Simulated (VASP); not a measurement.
Output of a VASP run:

OSZICAR:
```
...
DAV:  12    -0.628977468900E+02    0.81692E-06   -0.35871E-06  2744   0.121E-02
   2 F= -.34295575E+02 E0= -.34295672E+02  d E =0.434611E+01
       N       E                     dE             d eps       ncg     rms          rms(c)
DAV:   1    -0.939346198836E+02   -0.31037E+02   -0.96706E+02  2573   0.300E+02    0.319E+01
DAV:   2    -0.826209044612E+02    0.11314E+02   -0.11721E+02  3408   0.803E+01    0.250E+01
DAV:   3    -0.723577103428E+02    0.10263E+02   -0.45973E+01  3767   0.401E+01    0.517E+00
DAV:   4    -0.727506510598E+02   -0.39294E+00   -0.56901E+00  4109   0.902E+00    0.478E+00
DAV:   5    -0.730889190377E+02   -0.33827E+00   -0.87640E-01  4170   0.414E+00    0.501E+00
DAV:   6    -0.731771758007E+02   -0.88257E-01   -0.31485E-01  3265   0.286E+00    0.199E+00
DAV:   7    -0.732150403503E+02   -0.37865E-01   -0.19321E-01  3875   0.223E+00    0.529E-01
DAV:   8    -0.732147671510E+02    0.27320E-03   -0.24427E-02  3668   0.869E-01    0.132E-01
DAV:   9    -0.732151522588E+02   -0.38511E-03   -0.18006E-03  4116   0.216E-01    0.388E-02
DAV:  10    -0.732151287030E+02    0.23556E-04   -0.17657E-04  4201   0.659E-02    0.505E-02
DAV:  11    -0.732151292873E+02   -0.58423E-06   -0.56201E-05  3792   0.480E-02    0.975E-03
DAV:  12    -0.732151279018E+02    0.13855E-05   -0.48761E-06  2696   0.123E-02    0.747E-03
DAV:  13    -0.732151295297E+02   -0.16279E-05   -0.10490E-06  1704   0.779E-03    0.255E-03
DAV:  14    -0.732151292431E+02    0.28655E-06   -0.34821E-07  1680   0.433E-03
   3 F= -.38925505E+02 E0= -.38925552E+02  d E =-.283821E+00
       N       E                     dE             d eps       ncg     rms          rms(c)
DAV:   1    -0.731184723923E+02    0.96657E-01   -0.28016E-01  2664   0.459E+00    0.624E-01
DAV:   2    -0.731137057598E+02    0.47666E-02   -0.30979E-02  3241   0.143E+00    0.375E-01
DAV:   3    -0.731111673778E+02    0.25384E-02   -0.16216E-02  3797   0.779E-01    0.212E-01
DAV:   4    -0.731111665549E+02    0.82294E-06   -0.18315E-03  3413   0.217E-01    0.792E-02
DAV:   5    -0.731112608793E+02   -0.94324E-04   -0.23655E-04  4264   0.743E-02    0.707E-02
DAV:   6    -0.731112966902E+02   -0.35811E-04   -0.52544E-05  3681   0.333E-02    0.364E-02
DAV:   7    -0.731113234620E+02   -0.26772E-04   -0.55580E-05  3800   0.308E-02    0.808E-03
DAV:   8    -0.731113207722E+02    0.26898E-05   -0.69676E-06  2765   0.153E-02    0.461E-03
DAV:   9    -0.731113211958E+02   -0.42351E-06   -0.34166E-07  1596   0.474E-03
   4 F= -.38927277E+02 E0= -.38927349E+02  d E =-.285593E+00
       N       E                     dE             d eps       ncg     rms          rms(c)
DAV:   1    -0.730800157591E+02    0.31305E-01   -0.25864E-02  2692   0.140E+00    0.189E-01
DAV:   2    -0.730795775577E+02    0.43820E-03   -0.28779E-03  3248   0.434E-01    0.114E-01
DAV:   3    -0.730793402823E+02    0.23728E-03   -0.14864E-03  3790   0.236E-01    0.638E-02
DAV:   4    -0.730793437622E+02   -0.34799E-05   -0.16712E-04  3437   0.652E-02    0.241E-02
DAV:   5    -0.730793554765E+02   -0.11714E-04   -0.21687E-05  3609   0.225E-02    0.213E-02
DAV:   6    -0.730793609123E+02   -0.54358E-05   -0.50736E-06  2466   0.108E-02    0.110E-02
DAV:   7    -0.730793664072E+02   -0.54949E-05   -0.59266E-06  2908   0.111E-02    0.313E-03
DAV:   8    -0.730793653481E+02    0.10591E-05   -0.83760E-07  1589   0.799E-03    0.148E-03
DAV:   9    -0.730793655597E+02   -0.21164E-06   -0.31972E-07  1547   0.413E-03
   5 F= -.38927319E+02 E0= -.38927399E+02  d E =-.285635E+00
```

### OUTCAR
```
------------------------ aborting loop because EDIFF is reached ----------------------------------------
  FORCE on cell =-STRESS in cart. coord.  units (eV):
  Direction    XX          YY          ZZ          XY          YZ          ZX
  --------------------------------------------------------------------------------------
  Total       34.2313833     34.2313833     34.2313833     -0.0000000      0.0000000     -0.0000000
  in kB      451.0453706    451.0453706    451.0453706     -0.0000000      0.0000000     -0.0000000
  external PRESSURE =       1.0453706 kB  Pullay stress =     450.0000000 kB
  volume of cell :      121.59
      direct lattice vectors                 reciprocal lattice vectors
     4.954177936  0.000000000  0.000000000     0.201849835  0.000000000  0.000000000
    -0.000000000  4.954177936  0.000000000    -0.000000000  0.201849835  0.000000000
    -0.000000000 -0.000000000  4.954177936    -0.000000000 -0.000000000  0.201849835
 POSITION                                       TOTAL-FORCE (eV/Angst)
 -----------------------------------------------------------------------------------
      1.23854     -0.00000      2.47709         0.000000      0.000000      0.000000
      2.47709      1.23854      0.00000        -0.000000     -0.000000      0.000000
      2.47709      3.71563      0.00000         0.000000      0.000000     -0.000000
      3.71563      0.00000      2.47709        -0.000000     -0.000000     -0.000000
     -0.00000      2.47709      3.71563         0.000000      0.000000      0.000000
     -0.00000      2.47709      1.23854        -0.000000      0.000000     -0.000000
      2.47709      2.47709      2.47709         0.000000     -0.000000     -0.000000
      0.00000      0.00000      0.00000         0.000000     -0.000000     -0.000000
 -----------------------------------------------------------------------------------
    total drift:                                0.000000     -0.000000      0.000000
  FREE ENERGIE OF THE ION-ELECTRON SYSTEM (eV)
  ---------------------------------------------------
  free  energy   TOTEN  =       -73.0793655597 eV

  energy  without entropy=      -73.0796048801  energy(sigma->0) =      -73.07944533
  enthalpy is  TOTEN    =       -38.9273189983 eV   P V=       34.1520465614

 reached required accuracy - stopping structural energy minimisation
```
(Selected blocks of OUTCAR.)

### POSCAR
```
Nb3Sn
1
    5.0330604164     0.0000000000     0.0000000000
    0.0000000000     5.0330604164     0.0000000000
    0.0000000000     0.0000000000     5.0330604164
Nb Sn
6 2
Direct
  0.2500000000   0.0000000000   0.5000000000
  0.5000000000   0.2500000000   0.0000000000
  0.5000000000   0.7500000000   0.0000000000
  0.7500000000   0.0000000000   0.5000000000
  0.0000000000   0.5000000000   0.7500000000
  0.0000000000   0.5000000000   0.2500000000
  0.5000000000   0.5000000000   0.5000000000
  0.0000000000   0.0000000000   0.0000000000
```

Q: Reconstruct the remaining input files.

A: Several could match; the one computed here: the input of the run itself, PBEsol GGA, plane waves, VASP's PBE PAW potentials (set 64).

**INCAR**
```
SYSTEM = Nb3Sn
PREC = Accurate; ENCUT = 500; LREAL = .FALSE.
LASPH = .TRUE.
EDIFF = 1E-6; NELM = 100; ALGO = Normal
LMAXMIX = 4
ISMEAR = 1; SIGMA = 0.1
GGA = PS
IBRION = 2; NSW = 40; ISIF = 3
EDIFFG = -0.02; PSTRESS = 450
LWAVE = .FALSE.; LCHARG = .FALSE.
```

**KPOINTS**
```
Automatic mesh
0
Gamma
 6 6 6
0 0 0
```

POTCAR, in this order: Nb_sv Sn_d (PBE.64 set). Program: vasp_std.

Energy and stress use the plane-wave basis of the starting cell.

The compound is Nb3Sn in the A15 structure. This run relaxes it under an external pressure of 45 GPa. Symmetry was kept, so distortions that lower it aren't found.
